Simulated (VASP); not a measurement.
OSZICAR of a VASP run on Zn (hcp):

File OSZICAR:
```
...
DAV:   2     0.359950396575E+01    0.28218E-01   -0.58493E-02  3840   0.520E+00    0.716E-01
DAV:   3     0.361013750714E+01    0.10634E-01   -0.71590E-03  4320   0.155E+00    0.273E-01
DAV:   4     0.361156760360E+01    0.14301E-02   -0.25805E-03  4512   0.811E-01    0.506E-02
DAV:   5     0.361154380696E+01   -0.23797E-04   -0.38303E-04  3400   0.292E-01    0.201E-02
DAV:   6     0.361155017555E+01    0.63686E-05   -0.46971E-05  3336   0.138E-01    0.266E-03
DAV:   7     0.361155024701E+01    0.71466E-07   -0.10185E-06  2040   0.174E-02
   8 F= 0.36115502E+01 E0= 0.36115591E+01  d E =-.439383E-02
       N       E                     dE             d eps       ncg     rms          rms(c)
DAV:   1     0.345388512998E+01   -0.15767E+00   -0.31809E+00  3608   0.204E+01    0.270E+00
DAV:   2     0.356824839588E+01    0.11436E+00   -0.24141E-01  3752   0.105E+01    0.146E+00
DAV:   3     0.361100565036E+01    0.42757E-01   -0.28488E-02  4504   0.319E+00    0.569E-01
DAV:   4     0.361705513247E+01    0.60495E-02   -0.10125E-02  4504   0.170E+00    0.105E-01
DAV:   5     0.361696262821E+01   -0.92504E-04   -0.15427E-03  3376   0.585E-01    0.403E-02
DAV:   6     0.361699049081E+01    0.27863E-04   -0.19583E-04  3424   0.283E-01    0.549E-03
DAV:   7     0.361699058418E+01    0.93364E-07   -0.41794E-06  3376   0.349E-02
   9 F= 0.36169906E+01 E0= 0.36170594E+01  d E =0.104651E-02
       N       E                     dE             d eps       ncg     rms          rms(c)
DAV:   1     0.348431410152E+01   -0.13268E+00   -0.24362E+00  3616   0.187E+01    0.235E+00
DAV:   2     0.357452386347E+01    0.90210E-01   -0.19096E-01  3872   0.934E+00    0.126E+00
DAV:   3     0.360691237096E+01    0.32389E-01   -0.21375E-02  4360   0.257E+00    0.486E-01
DAV:   4     0.361143185581E+01    0.45195E-02   -0.72886E-03  4528   0.143E+00    0.877E-02
DAV:   5     0.361136962498E+01   -0.62231E-04   -0.99055E-04  3256   0.412E-01    0.241E-02
DAV:   6     0.361137453809E+01    0.49131E-05   -0.59733E-05  3408   0.149E-01    0.483E-03
DAV:   7     0.361137444126E+01   -0.96828E-07   -0.21122E-06  2480   0.275E-02
  10 F= 0.36113744E+01 E0= 0.36113426E+01  d E =-.456964E-02
       N       E                     dE             d eps       ncg     rms          rms(c)
DAV:   1     0.360863140415E+01   -0.27431E-02   -0.53804E-02  3592   0.269E+00    0.350E-01
DAV:   2     0.361060344080E+01    0.19720E-02   -0.40830E-03  3872   0.139E+00    0.189E-01
DAV:   3     0.361133353482E+01    0.73009E-03   -0.47831E-04  4424   0.402E-01    0.724E-02
DAV:   4     0.361143173351E+01    0.98199E-04   -0.17018E-04  4512   0.215E-01    0.132E-02
DAV:   5     0.361143032333E+01   -0.14102E-05   -0.24495E-05  3328   0.708E-02    0.460E-03
DAV:   6     0.361143063103E+01    0.30770E-06   -0.23065E-06  1936   0.310E-02
  11 F= 0.36114306E+01 E0= 0.36114239E+01  d E =-.451345E-02
       N       E                     dE             d eps       ncg     rms          rms(c)
DAV:   1     0.361026867369E+01   -0.11616E-02   -0.21044E-02  3616   0.170E+00    0.218E-01
DAV:   2     0.361103580074E+01    0.76713E-03   -0.15947E-03  3872   0.874E-01    0.118E-01
DAV:   3     0.361132267490E+01    0.28687E-03   -0.18604E-04  4408   0.250E-01    0.451E-02
DAV:   4     0.361136263760E+01    0.39963E-04   -0.65406E-05  4496   0.134E-01    0.824E-03
DAV:   5     0.361136199444E+01   -0.64317E-06   -0.91835E-06  3144   0.426E-02
  12 F= 0.36113620E+01 E0= 0.36113364E+01  d E =-.458208E-02
       N       E                     dE             d eps       ncg     rms          rms(c)
DAV:   1     0.361120813772E+01   -0.15450E-03   -0.31942E-03  3592   0.650E-01    0.854E-02
DAV:   2     0.361132627153E+01    0.11813E-03   -0.24520E-04  3888   0.342E-01    0.462E-02
DAV:   3     0.361136940667E+01    0.43135E-04   -0.28608E-05  4360   0.985E-02    0.177E-02
DAV:   4     0.361137487414E+01    0.54675E-05   -0.10023E-05  4384   0.523E-02    0.322E-03
DAV:   5     0.361137480333E+01   -0.70812E-07   -0.15831E-06  1840   0.184E-02
  13 F= 0.36113748E+01 E0= 0.36113561E+01  d E =-.456927E-02
       N       E                     dE             d eps       ncg     rms          rms(c)
DAV:   1     0.352713738570E+01   -0.84237E-01   -0.96161E-01  3088   0.200E+01    0.205E+00
DAV:   2     0.360093713343E+01    0.73800E-01   -0.27567E-01  3176   0.118E+01    0.696E-01
DAV:   3     0.360822846099E+01    0.72913E-02   -0.36612E-03  3672   0.901E-01    0.377E-01
DAV:   4     0.361134238287E+01    0.31139E-02   -0.81923E-04  4392   0.564E-01    0.183E-02
DAV:   5     0.361132670157E+01   -0.15681E-04   -0.13142E-04  3344   0.127E-01    0.967E-03
DAV:   6     0.361132368555E+01   -0.30160E-05   -0.12746E-06  2520   0.173E-02    0.173E-03
DAV:   7     0.361132335943E+01   -0.32612E-06   -0.86786E-07  1776   0.149E-02
  14 F= 0.36113234E+01 E0= 0.36113789E+01  d E =-.514439E-04
       N       E                     dE             d eps       ncg     rms          rms(c)
DAV:   1     0.358744519288E+01   -0.23878E-01   -0.26018E-01  3088   0.102E+01    0.109E+00
DAV:   2     0.360795276917E+01    0.20508E-01   -0.83018E-02  3152   0.663E+00    0.355E-01
DAV:   3     0.360995879126E+01    0.20060E-02   -0.15907E-03  3880   0.694E-01    0.196E-01
DAV:   4     0.361084653175E+01    0.88774E-03   -0.22388E-04  4320   0.304E-01    0.115E-02
DAV:   5     0.361084419890E+01   -0.23328E-05   -0.35913E-05  3416   0.679E-02    0.502E-03
DAV:   6     0.361084480992E+01    0.61101E-06   -0.57144E-07  1992   0.800E-03
  15 F= 0.36108448E+01 E0= 0.36108594E+01  d E =-.529993E-03
       N       E                     dE             d eps       ncg     rms          rms(c)
DAV:   1     0.361024498043E+01   -0.59922E-03   -0.67268E-03  3080   0.166E+00    0.174E-01
DAV:   2     0.361077754174E+01    0.53256E-03   -0.20653E-03  3160   0.104E+00    0.580E-02
DAV:   3     0.361082929099E+01    0.51749E-04   -0.33565E-05  3824   0.962E-02    0.318E-02
DAV:   4     0.361084952043E+01    0.20229E-04   -0.51693E-06  3464   0.486E-02    0.152E-03
DAV:   5     0.361084922454E+01   -0.29589E-06   -0.14686E-06  2136   0.147E-02
  16 F= 0.36108492E+01 E0= 0.36108705E+01  d E =-.525579E-03
       N       E                     dE             d eps       ncg     rms          rms(c)
DAV:   1     0.361078844857E+01   -0.61072E-04   -0.63820E-04  3096   0.510E-01    0.535E-02
DAV:   2     0.361083689803E+01    0.48449E-04   -0.19711E-04  3136   0.321E-01    0.176E-02
DAV:   3     0.361084183083E+01    0.49328E-05   -0.32111E-06  2968   0.303E-02    0.965E-03
DAV:   4     0.361084467954E+01    0.28487E-05   -0.50738E-07  2160   0.153E-02    0.385E-04
DAV:   5     0.361084470125E+01    0.21706E-07   -0.22908E-07  1584   0.606E-03
  17 F= 0.36108447E+01 E0= 0.36108639E+01  d E =-.530102E-03
       N       E                     dE             d eps       ncg     rms          rms(c)
DAV:   1     0.361077101098E+01   -0.73669E-04   -0.81039E-04  3080   0.574E-01    0.606E-02
DAV:   2     0.361083306883E+01    0.62058E-04   -0.24951E-04  3192   0.361E-01    0.201E-02
DAV:   3     0.361083949071E+01    0.64219E-05   -0.41756E-06  3336   0.343E-02    0.110E-02
DAV:   4     0.361084308782E+01    0.35971E-05   -0.58905E-07  2256   0.171E-02    0.460E-04
DAV:   5     0.361084311313E+01    0.25313E-07   -0.27647E-07  1584   0.662E-03
  18 F= 0.36108431E+01 E0= 0.36108599E+01  d E =-.531690E-03
       N       E                     dE             d eps       ncg     rms          rms(c)
DAV:   1     0.361083486482E+01   -0.82230E-05   -0.96592E-05  3088   0.198E-01    0.210E-02
DAV:   2     0.361084194597E+01    0.70811E-05   -0.29645E-05  3224   0.124E-01    0.699E-03
DAV:   3     0.361084276406E+01    0.81810E-06   -0.47649E-07  1632   0.118E-02
  19 F= 0.36108428E+01 E0= 0.36108590E+01  d E =-.532039E-03
       N       E                     dE             d eps       ncg     rms          rms(c)
DAV:   1     0.361015361275E+01   -0.68833E-03   -0.11675E-02  3584   0.142E+00    0.173E-01
DAV:   2     0.361064414842E+01    0.49054E-03   -0.12690E-03  3776   0.778E-01    0.862E-02
DAV:   3     0.361078646853E+01    0.14232E-03   -0.79846E-05  4296   0.164E-01    0.389E-02
DAV:   4     0.361081808402E+01    0.31615E-04   -0.39907E-05  4544   0.110E-01    0.580E-03
DAV:   5     0.361081755029E+01   -0.53373E-06   -0.62721E-06  3088   0.349E-02
  20 F= 0.36108176E+01 E0= 0.36108202E+01  d E =-.252138E-04
       N       E                     dE             d eps       ncg     rms          rms(c)
DAV:   1     0.361076453745E+01   -0.53547E-04   -0.94746E-04  3568   0.396E-01    0.495E-02
DAV:   2     0.361080505559E+01    0.40518E-04   -0.10357E-04  3784   0.222E-01    0.248E-02
DAV:   3     0.361081657666E+01    0.11521E-04   -0.60865E-06  3464   0.477E-02    0.112E-02
DAV:   4     0.361081888978E+01    0.23131E-05   -0.37382E-06  3104   0.297E-02    0.169E-03
DAV:   5     0.361081882760E+01   -0.62175E-07   -0.11992E-06  1696   0.168E-02
  21 F= 0.36108188E+01 E0= 0.36108254E+01  d E =-.239365E-04
       N       E                     dE             d eps       ncg     rms          rms(c)
DAV:   1     0.361080452797E+01   -0.14362E-04   -0.22532E-04  3592   0.193E-01    0.242E-02
DAV:   2     0.361081401359E+01    0.94856E-05   -0.24740E-05  3784   0.109E-01    0.121E-02
DAV:   3     0.361081695971E+01    0.29461E-05   -0.13050E-06  2304   0.231E-02    0.549E-03
DAV:   4     0.361081767579E+01    0.71608E-06   -0.10549E-06  1824   0.142E-02
  22 F= 0.36108177E+01 E0= 0.36108222E+01  d E =-.250883E-04
```

Task: Which electronic solver shows in the log?

Result: It is blocked Davidson (ALGO = Normal, or the opening steps of other solvers). The INCAR had ALGO = Normal.

Task: Can the final energy be trusted as converged?

Result: Self-consistency was reached. It stopped with EDIFF = 1E-6, NELM = 100, NSW = 60 and EDIFFG = -0.01 after 22 ionic steps (vdW-DF-cx, plane waves, VASP's PBE PAW potentials (set 64)). Energy and stress use the plane-wave basis of the starting cell.

The compound is Zn in the hcp structure. This run relaxes it. Symmetry was kept, so distortions that lower it aren't found.
